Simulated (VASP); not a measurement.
# Lu (relaxed from the bcc structure, space group Im-3m): computed properties

Computed with PBEsol GGA, VASP's PBE PAW potentials (set 64) (plane waves; VASP).

| Quantity | Result |
|---|---|
| space group | Im-3m (229) |
| cell | a = 3.8319 Å, b = 3.8319 Å, c = 3.8319 Å, α = 90.00°, β = 90.00°, γ = 90.00° |
| volume per atom | 28.13 Å^3/atom |
| band gap (over mesh and band path) | none (metal, semimetal or under 0.01 eV) |
| density | 10.33 g/cm³ |

Space group Im-3m (No. 229); a = 3.8319 Å, b = 3.8319 Å, c = 3.8319 Å, α = 90.00°, β = 90.00°, γ = 90.00°

```tsv
atom	site	symmetry	x	y	z
Lu	2a	m-3m	0.0000	0.0000	0.0000
```
(The calculation used a cell of 1 atom; values per cell refer to that cell.)

The structure was generated: Lu was put into the bcc type (Im-3m), which need not be its known phase. It was relaxed first, which changed the volume by -5 %. Symmetry was kept, so distortions that lower it aren't found.
